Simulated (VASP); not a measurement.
Calculation: TPSS meta-GGA, VASP's PBE PAW potentials (set 64) (plane waves; VASP 6.6.1).

VASP ran on this input.

POSCAR:
```
WC
1
    1.4738329040    -2.5527535481     0.0000000000
    1.4738329040     2.5527535481     0.0000000000
    0.0000000000     0.0000000000     2.8827513462
W C
1 1
Direct
  0.0000000000   0.0000000000   0.0000000000
  0.3333330000   0.6666670000   0.5000000000
```

INCAR:
```
ALGO=Normal
EDIFF=1E-7
EDIFFG=-0.01
ENCUT=520
IBRION=2
ISIF=4
ISMEAR=1
LASPH=T
LCHARG=F
LMAXMIX=6
LMIXTAU=T
LREAL=F
LWAVE=F
METAGGA=TPSS
NELM=100
NSW=30
PREC=Accurate
SIGMA=0.1
SYSTEM=WC
```

File KPOINTS:
```
Automatic mesh
0
Gamma
14 14 13
0 0 0
```

POTCAR, in this order: W_sv C (PBE.64 set). Program: vasp_std.

Output of the run:

OSZICAR:
```
       N       E                     dE             d eps       ncg     rms          rms(c)
DAV:   1     0.165014572253E+03    0.16501E+03   -0.11224E+04  4373   0.183E+03
DAV:   2     0.431685934983E+01   -0.16070E+03   -0.15607E+03  5158   0.494E+02
DAV:   3    -0.353401074585E+01   -0.78509E+01   -0.76902E+01  6304   0.105E+02
DAV:   4    -0.370568803209E+01   -0.17168E+00   -0.17115E+00  5398   0.153E+01
DAV:   5    -0.371068469283E+01   -0.49967E-02   -0.49939E-02  6276   0.228E+00    0.478E+01
DAV:   6    -0.248356986155E+02   -0.21125E+02   -0.43197E+01  4599   0.982E+01    0.248E+00
DAV:   7    -0.251015366007E+02   -0.26584E+00   -0.10735E+00  5186   0.133E+01    0.164E+00
DAV:   8    -0.251964673648E+02   -0.94931E-01   -0.15497E-01  4613   0.429E+00    0.845E-01
DAV:   9    -0.252300473511E+02   -0.33580E-01   -0.16004E-02  4563   0.143E+00    0.263E-01
DAV:  10    -0.252373721933E+02   -0.73248E-02   -0.25965E-02  5093   0.134E+00    0.163E-01
DAV:  11    -0.252459720519E+02   -0.85999E-02   -0.35822E-03  4413   0.714E-01    0.656E-02
DAV:  12    -0.252465665243E+02   -0.59447E-03   -0.54259E-04  4928   0.215E-01    0.290E-02
DAV:  13    -0.252467082015E+02   -0.14168E-03   -0.11463E-04  5188   0.101E-01    0.767E-03
DAV:  14    -0.252467236851E+02   -0.15484E-04   -0.11388E-05  4633   0.363E-02    0.506E-03
DAV:  15    -0.252467228269E+02    0.85823E-06   -0.11993E-06  4513   0.143E-02    0.206E-03
DAV:  16    -0.252467251500E+02   -0.23231E-05   -0.83057E-07  4483   0.933E-03    0.303E-04
DAV:  17    -0.252467248487E+02    0.30134E-06   -0.73063E-08  2239   0.327E-03    0.428E-04
DAV:  18    -0.252467249983E+02   -0.14964E-06   -0.96714E-09  2199   0.115E-03    0.208E-04
DAV:  19    -0.252467250276E+02   -0.29218E-07   -0.32717E-09  2199   0.567E-04
   1 F= -.25246725E+02 E0= -.25246798E+02  d E =-.252467E+02
       N       E                     dE             d eps       ncg     rms          rms(c)
DAV:   1    -0.252476340003E+02   -0.90900E-03   -0.36238E-02  4378   0.228E+00    0.156E-01
DAV:   2    -0.252468677800E+02    0.76622E-03   -0.14808E-03  4653   0.389E-01    0.836E-02
DAV:   3    -0.252466725500E+02    0.19523E-03   -0.57473E-04  4668   0.223E-01    0.245E-02
DAV:   4    -0.252466866846E+02   -0.14135E-04   -0.41645E-05  4938   0.649E-02    0.107E-02
DAV:   5    -0.252466788507E+02    0.78339E-05   -0.11108E-05  4693   0.372E-02    0.361E-03
DAV:   6    -0.252466879197E+02   -0.90690E-05   -0.40400E-06  4543   0.231E-02    0.139E-03
DAV:   7    -0.252466875190E+02    0.40074E-06   -0.35912E-07  4438   0.647E-03    0.760E-04
DAV:   8    -0.252466879872E+02   -0.46821E-06   -0.97192E-08  2279   0.350E-03    0.259E-04
DAV:   9    -0.252466878786E+02    0.10858E-06   -0.12084E-08  2199   0.126E-03    0.521E-05
DAV:  10    -0.252466879194E+02   -0.40754E-07   -0.94742E-10  2189   0.372E-04
   2 F= -.25246688E+02 E0= -.25246759E+02  d E =0.371082E-04
       N       E                     dE             d eps       ncg     rms          rms(c)
DAV:   1    -0.252470840014E+02   -0.39612E-03   -0.11236E-02  4378   0.127E+00    0.866E-02
DAV:   2    -0.252468419587E+02    0.24204E-03   -0.45871E-04  4653   0.217E-01    0.466E-02
DAV:   3    -0.252467845364E+02    0.57422E-04   -0.18039E-04  4668   0.124E-01    0.133E-02
DAV:   4    -0.252467884797E+02   -0.39433E-05   -0.12734E-05  4913   0.359E-02    0.585E-03
DAV:   5    -0.252467885514E+02   -0.71770E-07   -0.35484E-06  4688   0.210E-02    0.200E-03
DAV:   6    -0.252467901141E+02   -0.15627E-05   -0.12914E-06  4538   0.130E-02    0.743E-04
DAV:   7    -0.252467905221E+02   -0.40800E-06   -0.10809E-07  2339   0.360E-03    0.409E-04
DAV:   8    -0.252467903630E+02    0.15906E-06   -0.28825E-08  2199   0.188E-03    0.136E-04
DAV:   9    -0.252467904542E+02   -0.91140E-07   -0.35879E-09  2189   0.707E-04
   3 F= -.25246790E+02 E0= -.25246863E+02  d E =-.654266E-04
```

OUTCAR:
```
------------------------ aborting loop because EDIFF is reached ----------------------------------------
  FORCE on cell =-STRESS in cart. coord.  units (eV):
  Direction    XX          YY          ZZ          XY          YZ          ZX
  --------------------------------------------------------------------------------------
  Total       -1.4454240     -1.4454241     -1.4457035      0.0000000      0.0000000      0.0000000
  in kB     -106.7607282   -106.7607344   -106.7813717      0.0000000      0.0000000      0.0000000
  external PRESSURE =    -106.7676115 kB  Pullay stress =       0.0000000 kB
  volume of cell :       21.69
      direct lattice vectors                 reciprocal lattice vectors
     1.474543764 -2.553984792 -0.000000000     0.339087935 -0.195772505 -0.000000000
     1.474543764  2.553984792 -0.000000000     0.339087935  0.195772505 -0.000000000
     0.000000000  0.000000000  2.879972538     0.000000000  0.000000000  0.347225533
 POSITION                                       TOTAL-FORCE (eV/Angst)
 -----------------------------------------------------------------------------------
      0.00000      0.00000      2.87997        -0.000000      0.000000      0.000000
      1.47454      0.85133      1.43999         0.000000     -0.000000      0.000000
 -----------------------------------------------------------------------------------
    total drift:                               -0.000000     -0.000400      0.000000
  FREE ENERGIE OF THE ION-ELECTRON SYSTEM (eV)
  ---------------------------------------------------
  free  energy   TOTEN  =       -25.2467904542 eV

  energy  without entropy=      -25.2470090902  energy(sigma->0) =      -25.24686333

 reached required accuracy - stopping structural energy minimisation
```
(Selected blocks of OUTCAR.)

### CONTCAR
```
WC
   1.00000000000000
     1.4745437641976471   -2.5539847918126131   -0.0000000000000000
     1.4745437641976471    2.5539847918126131   -0.0000000000000000
     0.0000000000000000    0.0000000000000000    2.8799725377703926
  W               C
     1     1
Direct
     0.0000000000000000    0.0000000000000000    1.0000000000000000
     0.3333330000000032    0.6666669999999968    0.5000000000000000
```

The compound is WC in the wc structure. This cell is one point of a volume scan, at 1.03 of the reference volume. Symmetry was kept, so distortions that lower it aren't found.
